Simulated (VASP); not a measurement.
Method: r2SCAN+rVV10, VASP's PBE PAW potentials (set 64) (plane waves; VASP).

A VASP calculation is set up with these files.

### KPOINTS
```
Automatic mesh
0
Gamma
12 12 12
0 0 0
```

INCAR:
```
# general
SYSTEM    =  Cr
PREC      =  Accurate
ENCUT     =  520   # plane-wave cut-off (eV)
LREAL     =  .False.   # projection in real space or not
LASPH     =  .True.

# electronic loop
EDIFF     =  1E-7   # SCF stop (eV)
NELM      =  100   # most electronic steps
ALGO      =  Normal   # blocked Davidson
LMAXMIX   =  4   # l cut-off of mixed one-centre charges
LMIXTAU   =  .True.

# smearing
ISMEAR    =  1
SIGMA     =  0.1   # width (eV)

# functional
METAGGA   =  R2SCAN
LUSE_VDW  =  .True.
BPARAM    =  11.95
CPARAM    =  0.0093

# spin
ISPIN     =  2
MAGMOM    =  2.7 -2.7

# ions
ISIF      =  2

# output
LWAVE     =  .False.
LCHARG    =  .False.
LORBIT    =  10
```

**POSCAR**
```
Cr
1
    2.8926281254     0.0000000000     0.0000000000
    0.0000000000     2.8926281254     0.0000000000
    0.0000000000     0.0000000000     2.8926281254
Cr
2
Direct
  0.0000000000   0.0000000000   0.0000000000
  0.5000000000   0.5000000000   0.5000000000
```

POTCAR, in this order: Cr_pv (PBE.64 set). Program: vasp_std.

The resulting files:

**OSZICAR**
```
       N       E                     dE             d eps       ncg     rms          rms(c)
DAV:   1     0.229359115271E+03    0.22936E+03   -0.14742E+04  5376   0.188E+03
DAV:   2    -0.280399402363E+02   -0.25740E+03   -0.25558E+03  5576   0.520E+02
DAV:   3    -0.368502196210E+02   -0.88103E+01   -0.87583E+01  7136   0.111E+02
DAV:   4    -0.369886488494E+02   -0.13843E+00   -0.13841E+00  6976   0.136E+01
DAV:   5    -0.369917749756E+02   -0.31261E-02   -0.31261E-02  8152   0.138E+00    0.220E+01
DAV:   6    -0.292789783659E+02    0.77128E+01   -0.31012E+01  5920   0.738E+01    0.106E+01
DAV:   7    -0.294438928012E+02   -0.16491E+00   -0.16864E+00  5936   0.170E+01    0.495E+00
DAV:   8    -0.295328442975E+02   -0.88951E-01   -0.20134E-01 10096   0.299E+00    0.335E+00
DAV:   9    -0.295516046596E+02   -0.18760E-01   -0.29141E-02  6392   0.949E-01    0.294E+00
DAV:  10    -0.295666197483E+02   -0.15015E-01   -0.16078E-01  7632   0.316E+00    0.125E+00
DAV:  11    -0.295682945820E+02   -0.16748E-02   -0.55852E-03  6200   0.870E-01    0.595E-01
DAV:  12    -0.295682220926E+02    0.72489E-04   -0.23932E-03  8288   0.513E-01    0.417E-01
DAV:  13    -0.295681644430E+02    0.57650E-04   -0.26507E-04  7144   0.172E-01    0.187E-01
DAV:  14    -0.295680895951E+02    0.74848E-04   -0.10343E-04  7024   0.110E-01    0.684E-02
DAV:  15    -0.295680741234E+02    0.15472E-04   -0.18545E-05  6944   0.538E-02    0.288E-02
DAV:  16    -0.295680590823E+02    0.15041E-04   -0.26165E-06  7880   0.155E-02    0.319E-03
DAV:  17    -0.295680611620E+02   -0.20797E-05   -0.33814E-07  5112   0.572E-03    0.149E-03
DAV:  18    -0.295680605541E+02    0.60786E-06   -0.34119E-08  3184   0.251E-03    0.458E-04
DAV:  19    -0.295680605882E+02   -0.34090E-07   -0.68147E-09  2904   0.687E-04
   1 F= -.29568061E+02 E0= -.29567809E+02  d E =-.754482E-03  mag=     0.0000
```

### OUTCAR
```
------------------------ aborting loop because EDIFF is reached ----------------------------------------
  FORCE on cell =-STRESS in cart. coord.  units (eV):
  Direction    XX          YY          ZZ          XY          YZ          ZX
  --------------------------------------------------------------------------------------
  Total        1.0969937      1.0969937      1.0969937      0.0000000     -0.0000000      0.0000000
  in kB       72.6167625     72.6167625     72.6167625      0.0000000     -0.0000000      0.0000000
  external PRESSURE =      72.6167625 kB  Pullay stress =       0.0000000 kB
  volume of cell :       24.20
      direct lattice vectors                 reciprocal lattice vectors
     2.892628125  0.000000000  0.000000000     0.345706381  0.000000000  0.000000000
     0.000000000  2.892628125  0.000000000     0.000000000  0.345706381  0.000000000
     0.000000000  0.000000000  2.892628125     0.000000000  0.000000000  0.345706381
 POSITION                                       TOTAL-FORCE (eV/Angst)
 -----------------------------------------------------------------------------------
      0.00000      0.00000      0.00000         0.000000      0.000000      0.000000
      1.44631      1.44631      1.44631        -0.000000     -0.000000     -0.000000
 -----------------------------------------------------------------------------------
    total drift:                                0.000000      0.000000     -0.000000
  FREE ENERGIE OF THE ION-ELECTRON SYSTEM (eV)
  ---------------------------------------------------
  free  energy   TOTEN  =       -29.5680605882 eV

  energy  without entropy=      -29.5673061062  energy(sigma->0) =      -29.56780909

 total charge

# of ion       s       p       d       tot
------------------------------------------
    1        0.681   6.395   4.127  11.204
    2        0.681   6.395   4.127  11.204
--------------------------------------------------
tot          1.362  12.790   8.255  22.407

 magnetization (x)

# of ion       s       p       d       tot
------------------------------------------
    1        0.080   0.038   2.241   2.359
    2       -0.080  -0.038  -2.241  -2.359
--------------------------------------------------
tot         -0.000   0.000   0.000  -0.000
```
(Selected blocks of OUTCAR.)

The compound is Cr in the bcc, AFM order structure. This cell is one point of a volume scan, at 0.94 of the reference volume.
